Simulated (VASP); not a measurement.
Output of a VASP run:

### OSZICAR
```
       N       E                     dE             d eps       ncg     rms          rms(c)
DAV:   1     0.265215778642E+03    0.26522E+03   -0.22607E+04  2948   0.125E+03
DAV:   2    -0.660942749561E+02   -0.33131E+03   -0.32302E+03  3832   0.316E+02
DAV:   3    -0.825700439390E+02   -0.16476E+02   -0.16433E+02  3395   0.803E+01
DAV:   4    -0.827664648237E+02   -0.19642E+00   -0.19616E+00  3427   0.945E+00
DAV:   5    -0.827701730184E+02   -0.37082E-02   -0.37070E-02  3350   0.127E+00    0.260E+01
DAV:   6    -0.740547145217E+02    0.87155E+01   -0.36262E+01  3305   0.334E+01    0.126E+01
DAV:   7    -0.739412301319E+02    0.11348E+00   -0.10102E+00  3560   0.526E+00    0.474E+00
DAV:   8    -0.739059526534E+02    0.35277E-01   -0.58653E-02  3385   0.190E+00    0.144E+00
DAV:   9    -0.739099500898E+02   -0.39974E-02   -0.16797E-02  3375   0.977E-01    0.330E-01
DAV:  10    -0.739115412897E+02   -0.15912E-02   -0.28038E-03  3365   0.315E-01    0.779E-02
DAV:  11    -0.739115339101E+02    0.73795E-05   -0.76843E-04  3400   0.167E-01    0.183E-02
DAV:  12    -0.739115437043E+02   -0.97942E-05   -0.36799E-05  3375   0.387E-02    0.877E-03
DAV:  13    -0.739115485321E+02   -0.48277E-05   -0.58520E-06  3069   0.142E-02    0.472E-03
DAV:  14    -0.739115488619E+02   -0.32982E-06   -0.58608E-07  2185   0.477E-03
   1 F= -.73911549E+02 E0= -.73911549E+02  d E =-.114826E-55
```

OUTCAR:
```
------------------------ aborting loop because EDIFF is reached ----------------------------------------
  FORCE on cell =-STRESS in cart. coord.  units (eV):
  Direction    XX          YY          ZZ          XY          YZ          ZX
  --------------------------------------------------------------------------------------
  Total        4.3799665      4.3799660      4.3530402      0.0000000     -0.0000000      0.0000000
  in kB       64.1284073     64.1284002     63.7341719      0.0000000     -0.0000000      0.0000000
  external PRESSURE =      63.9969931 kB  Pullay stress =       0.0000000 kB
  volume of cell :      109.43
      direct lattice vectors                 reciprocal lattice vectors
     4.854120000  0.000000000  0.000000000     0.206010564  0.118940261  0.000000000
    -2.427060000  4.203791000  0.000000000     0.000000000  0.237880523  0.000000000
     0.000000000  0.000000000  5.362648000     0.000000000  0.000000000  0.186475040
 POSITION                                       TOTAL-FORCE (eV/Angst)
 -----------------------------------------------------------------------------------
     -1.13781      1.97074      1.78755        -0.009448      0.016364      0.000000
      1.28925      2.23305      0.00000        -0.009448     -0.016364      0.000000
      2.27561      0.00000      3.57510         0.018895     -0.000000      0.000000
     -1.07363      3.07482      2.93777        -0.577222     -0.032043      0.329531
      0.30100      1.73659      1.15022         0.316362     -0.483868      0.329531
      0.77263      3.59618      4.72531         0.260861      0.515911      0.329531
      3.19969      0.60762      2.42488         0.260861     -0.515911     -0.329531
      1.35343      1.12897      4.21243        -0.577222      0.032043     -0.329531
      2.72806      2.46720      0.63733         0.316362      0.483868     -0.329531
 -----------------------------------------------------------------------------------
    total drift:                               -0.001690     -0.001790      0.000001
  FREE ENERGIE OF THE ION-ELECTRON SYSTEM (eV)
  ---------------------------------------------------
  free  energy   TOTEN  =       -73.9115488619 eV

  energy  without entropy=      -73.9115488619  energy(sigma->0) =      -73.91154886
```
(Selected blocks of OUTCAR.)

POSCAR:
```
SiO2
1
    4.8541200000     0.0000000000     0.0000000000
   -2.4270600000     4.2037910000     0.0000000000
    0.0000000000     0.0000000000     5.3626480000
Si O
3 6
Direct
  0.0000000000   0.4688000000   0.3333330000
  0.5312000000   0.5312000000   0.0000000000
  0.4688000000   0.0000000000   0.6666670000
  0.1445400000   0.7314400000   0.5478200000
  0.2685600000   0.4131000000   0.2144870000
  0.5869000000   0.8554600000   0.8811530000
  0.7314400000   0.1445400000   0.4521800000
  0.4131000000   0.2685600000   0.7855130000
  0.8554600000   0.5869000000   0.1188470000
```

Problem. Reconstruct the remaining input files.

Solution. Several could match; the one computed here: the input of the run itself, PBEsol GGA, plane waves, VASP's PBE PAW potentials (set 64).

**INCAR**
```
SYSTEM = SiO2
PREC = Accurate
ENCUT = 400
EDIFF = 1E-6
NELM = 100
ALGO = Normal
LREAL = .FALSE.
LASPH = .TRUE.
ISMEAR = 0
SIGMA = 0.01
GGA = PS
LWAVE = .FALSE.
LCHARG = .FALSE.
ISIF = 2
```

File KPOINTS:
```
Automatic mesh
0
Gamma
8 8 6
0 0 0
```

POTCAR, in this order: Si O (PBE.64 set). Program: vasp_std.

At this cut-off the stress carries a Pulay error, which pulls relaxed volumes low.

The structure comes from a computed database's SiO2 entry; how it stands against other phases isn't given here. The cell was not relaxed at this level. The run is one of a series of settings (GGA = PS against the base run), some of them coarse on purpose.
